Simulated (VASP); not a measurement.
All values below come from revTPSS meta-GGA, VASP's PBE PAW potentials (set 64) (plane waves; VASP 6.6.1).

A VASP calculation is set up with these files.

KPOINTS_OPT:
```
k-points along high-symmetry lines
10
Line-mode
Reciprocal
  0.000000   0.000000   0.000000 ! GAMMA
  0.500000   0.000000   0.500000 ! X

  0.500000   0.000000   0.500000 ! X
  0.625000   0.250000   0.625000 ! U

  0.375000   0.375000   0.750000 ! K
  0.000000   0.000000   0.000000 ! GAMMA

  0.000000   0.000000   0.000000 ! GAMMA
  0.500000   0.500000   0.500000 ! L

  0.500000   0.500000   0.500000 ! L
  0.500000   0.250000   0.750000 ! W

  0.500000   0.250000   0.750000 ! W
  0.500000   0.000000   0.500000 ! X
```

### POSCAR
```
Ag
1.0
  0.0000000000   2.0269617629   2.0269617629
  2.0269617629   0.0000000000   2.0269617629
  2.0269617629   2.0269617629   0.0000000000
Ag
1
direct
  0.0000000000   0.0000000000   0.0000000000
```

### KPOINTS
```
kpoints
0
G
17 17 17
```

### INCAR
```
SYSTEM = Ag
PREC = Accurate
ENCUT = 520
EDIFF = 1E-7
NELM = 100
ALGO = Normal
LREAL = .FALSE.
LASPH = .TRUE.
ISMEAR = -5
METAGGA = RTPSS
LMIXTAU = .TRUE.
LMAXMIX = 4
LWAVE = .FALSE.
LCHARG = .FALSE.
LORBIT = 11
NEDOS = 601
ISIF = 2
```

POTCAR, in this order: Ag (PBE.64 set). Program: vasp_std.

What VASP printed:

### OUTCAR
```
 ion  position               nearest neighbor table
   1  0.000  0.000  0.000-
  LATTYP: Found a face centered cubic cell.
 ALAT       =     4.0539235258
 Subroutine PRICEL returns:
 Original cell was already a primitive cell.
 Subroutine GETGRP returns: Found 48 space group operations
The static configuration has the point symmetry O_h .
The dynamic configuration has the point symmetry O_h .
 Subroutine INISYM returns: Found 48 space group operations
 Subroutine IBZKPT returns following result:
 Found    165 irreducible k-points:

 Following reciprocal coordinates:
            Coordinates               Weight
  0.000000  0.000000  0.000000      1.000000
  0.058824  0.000000  0.000000      8.000000
  0.117647  0.000000  0.000000      8.000000
  0.176471  0.000000  0.000000      8.000000
  0.235294  0.000000  0.000000      8.000000
  0.294118  0.000000  0.000000      8.000000
  0.352941  0.000000  0.000000      8.000000
  0.411765  0.000000  0.000000      8.000000
  0.470588  0.000000  0.000000      8.000000
  0.058824  0.058824  0.000000      6.000000
  0.117647  0.058824  0.000000     24.000000
  0.176471  0.058824  0.000000     24.000000
  0.235294  0.058824  0.000000     24.000000
  0.294118  0.058824  0.000000     24.000000
  0.352941  0.058824  0.000000     24.000000
  0.411765  0.058824  0.000000     24.000000
  0.470588  0.058824  0.000000     24.000000
 -0.470588  0.058824  0.000000     24.000000
 -0.411765  0.058824  0.000000     24.000000
 -0.352941  0.058824  0.000000     24.000000
 -0.294118  0.058824  0.000000     24.000000
 -0.235294  0.058824  0.000000     24.000000
 -0.176471  0.058824  0.000000     24.000000
 -0.117647  0.058824  0.000000     24.000000
 -0.058824  0.058824  0.000000     12.000000
  0.117647  0.117647  0.000000      6.000000
  0.176471  0.117647  0.000000     24.000000
  0.235294  0.117647  0.000000     24.000000
  0.294118  0.117647  0.000000     24.000000
  0.352941  0.117647  0.000000     24.000000
  0.411765  0.117647  0.000000     24.000000
  0.470588  0.117647  0.000000     24.000000
 -0.470588  0.117647  0.000000     24.000000
 -0.411765  0.117647  0.000000     24.000000
 -0.352941  0.117647  0.000000     24.000000
 -0.294118  0.117647  0.000000     24.000000
 -0.235294  0.117647  0.000000     24.000000
 -0.176471  0.117647  0.000000     24.000000
 -0.117647  0.117647  0.000000     12.000000
  0.176471  0.176471  0.000000      6.000000
   k-points           NKPTS =    165   k-points in BZ     NKDIM =    165   number of bands    NBANDS=      9
   number of dos      NEDOS =    601   number of ions     NIONS =      1
   total plane-waves  NPLWV =  13824
   dimension x,y,z NGX =    24 NGY =   24 NGZ =   24
   dimension x,y,z NGXF=    48 NGYF=   48 NGZF=   48
   ions per type =               1
   PREC   = accura    normal or accurate (medium, high low for compatibility)
   ISTART =      0    job   : 0-new  1-cont  2-samecut
   ICHARG =      2    charge: 1-file 2-atom 10-const
   ISPIN  =      1    spin polarized calculation?
   LNONCOLLINEAR =      F non collinear calculations
   LSORBIT =      F    spin-orbit coupling
   INIWAV =      1    electr: 0-lowe 1-rand  2-diag
   ENCUT  =  520.0 eV  38.22 Ry    6.18 a.u.   5.33  5.33  5.33*2*pi/ulx,y,z
   NELM   =    100;   NELMIN=  2; NELMDL= -5     # of ELM steps
   EDIFF  = 0.1E-06   stopping-criterion for ELM
   LREAL  =      F    real-space projection
   NLSPLINE    = F    spline interpolate recip. space projectors
   LMAXMIX     =    4 max onsite mixed and CHGCAR
   VOSKOWN=      0    Vosko Wilk Nusair interpolation
...
```

OSZICAR:
```
       N       E                     dE             d eps       ncg     rms          rms(c)
DAV:   1     0.683467122439E+02    0.68347E+02   -0.62626E+03  3059   0.126E+03
DAV:   2     0.115696160710E+02   -0.56777E+02   -0.54713E+02  3090   0.265E+02
DAV:   3     0.108804616736E+02   -0.68915E+00   -0.68872E+00  4051   0.378E+01
DAV:   4     0.108770298296E+02   -0.34318E-02   -0.34321E-02  3791   0.235E+00
DAV:   5     0.108769745142E+02   -0.55315E-04   -0.55340E-04  3919   0.270E-01    0.674E+00
DAV:   6     0.130677879909E+02    0.21908E+01   -0.10405E+01  2970   0.557E+01    0.355E+00
DAV:   7     0.134399650187E+02    0.37218E+00   -0.72033E-01  3149   0.933E+00    0.278E+00
DAV:   8     0.130266810723E+02   -0.41328E+00   -0.93909E-01  3025   0.109E+01    0.115E+00
DAV:   9     0.129119873883E+02   -0.11469E+00   -0.18405E-01  3073   0.460E+00    0.221E-01
DAV:  10     0.129137722690E+02    0.17849E-02   -0.74146E-04  3133   0.315E-01    0.195E-01
DAV:  11     0.129118994353E+02   -0.18728E-02   -0.43164E-03  3172   0.743E-01    0.429E-02
DAV:  12     0.129119331300E+02    0.33695E-04   -0.13493E-04  3008   0.156E-01    0.399E-02
DAV:  13     0.129118273672E+02   -0.10576E-03   -0.15943E-04  3053   0.146E-01    0.609E-03
DAV:  14     0.129118249655E+02   -0.24017E-05   -0.79722E-06  3164   0.272E-02    0.386E-03
DAV:  15     0.129118245575E+02   -0.40797E-06   -0.75303E-07  3052   0.778E-03    0.924E-04
DAV:  16     0.129118243947E+02   -0.16288E-06   -0.76188E-08  2906   0.325E-03    0.939E-04
DAV:  17     0.129118244395E+02    0.44867E-07   -0.33794E-09  1526   0.887E-04
   1 F= 0.12911824E+02 E0= 0.12911824E+02  d E =0.000000E+00
       N       E                     dE             ncg
```

### OUTCAR
```
------------------------ aborting loop because EDIFF is reached ----------------------------------------
  FORCE on cell =-STRESS in cart. coord.  units (eV):
  Direction    XX          YY          ZZ          XY          YZ          ZX
  --------------------------------------------------------------------------------------
  Total        0.0079338      0.0079338      0.0079338      0.0000000      0.0000000     -0.0000000
  in kB        0.7631780      0.7631780      0.7631780      0.0000000      0.0000000     -0.0000000
  external PRESSURE =       0.7631780 kB  Pullay stress =       0.0000000 kB
  volume of cell :       16.66
      direct lattice vectors                 reciprocal lattice vectors
     0.000000000  2.026961763  2.026961763    -0.246674609  0.246674609  0.246674609
     2.026961763  0.000000000  2.026961763     0.246674609 -0.246674609  0.246674609
     2.026961763  2.026961763  0.000000000     0.246674609  0.246674609 -0.246674609
 POSITION                                       TOTAL-FORCE (eV/Angst)
 -----------------------------------------------------------------------------------
      0.00000      0.00000      0.00000        -0.000000     -0.000000      0.000000
 -----------------------------------------------------------------------------------
    total drift:                               -0.000000      0.000000      0.000000
  FREE ENERGIE OF THE ION-ELECTRON SYSTEM (eV)
  ---------------------------------------------------
  free  energy   TOTEN  =        12.9118244395 eV

  energy  without entropy=       12.9118244395  energy(sigma->0) =       12.91182444

 total charge

# of ion       s       p       d       tot
------------------------------------------
    1        0.449   0.319   9.122   9.889
```
(Selected blocks of OUTCAR.)

File OUTCAR:
```
 val. band max:        8.6017047292   @ k =   0.4706   0.1765   0.0000

 cond. band min:       8.6947716018   @ k =  -0.4118   0.1176   0.0000


 Fermi energy:         8.6990185400

 k-point     1 :       0.0000    0.0000    0.0000
  band No.  band energies     occupation
      1       0.6724      2.00000
      2       3.7634      2.00000
      3       3.7634      2.00000
      4       3.7634      2.00000
      5       4.8466      2.00000
      6       4.8466      2.00000
      7      24.6994      0.00000
      8      28.5017      0.00000
      9      28.5017      0.00000

 k-point     2 :       0.0588    0.0000    0.0000
  band No.  band energies     occupation
      1       0.7829      2.00000
      2       3.7362      2.00000
      3       3.7950      2.00000
      4       3.7950      2.00000
      5       4.8340      2.00000
      6       4.8340      2.00000
      7      24.7281      0.00000
      8      27.5329      0.00000
      9      28.5539      0.00000

 k-point     3 :       0.1176    0.0000    0.0000
  band No.  band energies     occupation
      1       1.1005      2.00000
      2       3.6745      2.00000
      3       3.8755      2.00000
      4       3.8755      2.00000
      5       4.8109      2.00000
      6       4.8109      2.00000
      7      24.4452      0.00000
      8      26.0128      0.00000
      9      28.6830      0.00000

 k-point     4 :       0.1765    0.0000    0.0000
  band No.  band energies     occupation
      1       1.5658      2.00000
      2       3.6533      2.00000
      3       3.9574      2.00000
      4       3.9574      2.00000
      5       4.8240      2.00000
      6       4.8240      2.00000
      7      22.7661      0.00000
      8      25.5832      0.00000
      9      28.8013      0.00000

 k-point     5 :       0.2353    0.0000    0.0000
  band No.  band energies     occupation
      1       2.0087      2.00000
      2       3.8598      2.00000
      3       3.9774      2.00000
...
```

For a metal the tetrahedron method with Blöchl corrections gives inexact stress and forces.

The compound is Ag in the fcc structure. It was relaxed first.
